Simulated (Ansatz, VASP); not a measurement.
**LaSc: VASP beside Ansatz**

File INCAR:

```
SYSTEM = LaSc
PREC     = Accurate       ! precision mode
ENCUT    = 600            ! plane-wave cutoff, eV
EDIFF    = 1E-6           ! SCF threshold, eV
ISMEAR   = -1             ! smearing method
SIGMA    = 0.05           ! smearing width, eV
LREAL    = .FALSE.        ! projectors in reciprocal space
LASPH    = .TRUE.         ! aspherical terms in the spheres
NELM     = 60             ! most SCF steps
ALGO     = Normal         ! electronic algorithm
ISIF     = 3              ! what is computed and relaxed
LWAVE    = .FALSE.        ! write WAVECAR
LCHARG   = .FALSE.        ! write CHGCAR
GGA      = PE             ! functional
IBRION   = 2              ! ionic algorithm
NSW      = 60             ! ionic steps
EDIFFG   = -0.005         ! ionic threshold
```

Contents of KPOINTS:

```
regular mesh
0
G
  7 7 7
  0 0 0
```

POSCAR

```
LaSc
1.0
    3.9480400000      0.0000000000      0.0000000000
    0.0000000000      3.9480400000      0.0000000000
    0.0000000000      0.0000000000      3.9480400000
La Sc
1 1
Direct
    0.0000000000      0.0000000000      0.0000000000
    0.5000000000      0.5000000000      0.5000000000
```

Contents of input.yaml:

```yaml
crystal:
  lattice:
    - [3.94804, 0.0, 0.0]
    - [0.0, 3.94804, 0.0]
    - [0.0, 0.0, 3.94804]
  atoms:
    - { symbol: La, position: [0.0, 0.0, 0.0] }
    - { symbol: Sc, position: [0.5, 0.5, 0.5] }
hamiltonian:
  xc: pbe
  pseudopotentials: { kind: paw }
kpoints:
  mp_grid: { grid: [7, 7, 7] }
scf:
  occupations: { method: fermi_dirac, width: 0.05 }
output:
  forces: true
  stress: true
  eigenvalues: true
relax:
  f_tol: 0.01
  max_steps: 40
  cell: { stress_tol: 0.05 }
```

The cell was built by a generator and needn't be a form met in nature.

Alike in both runs: task relaxation of cell and atoms; functional PBE; k mesh 7 × 7 × 7; occupations fermi-dirac, width 0.05 eV; no spin polarisation.

|  | VASP | Ansatz |
| --- | --- | --- |
| version | VASP 6.6.1 | Ansatz 0.2.0 |
| potentials or method | VASP PAW PBE potentials, release 64 (La, Sc_sv) | Ansatz PAW |
| plane-wave cutoff (eV) | 600 | 420 |
| valence electrons in the cell | 22 | 22 |

```csv
,VASP,Ansatz,Ansatz less VASP
"gap on the k mesh at the Fermi level, each at its own relaxed structure (eV)",none,none,-
relaxed volume (Å³/atom),30.80,30.77,-0.032
relaxed cell length with the largest relative difference (Å),3.949,3.948,-0.0014
```

A gap of «none» marks a metal or a gap that the smearing closes.

Caveats: the plane-wave basis is chosen anew once the cell has moved, so the energies of steps on either side of that aren't comparable (Ansatz). Spin-orbit coupling is left out, which matters for the levels of La.
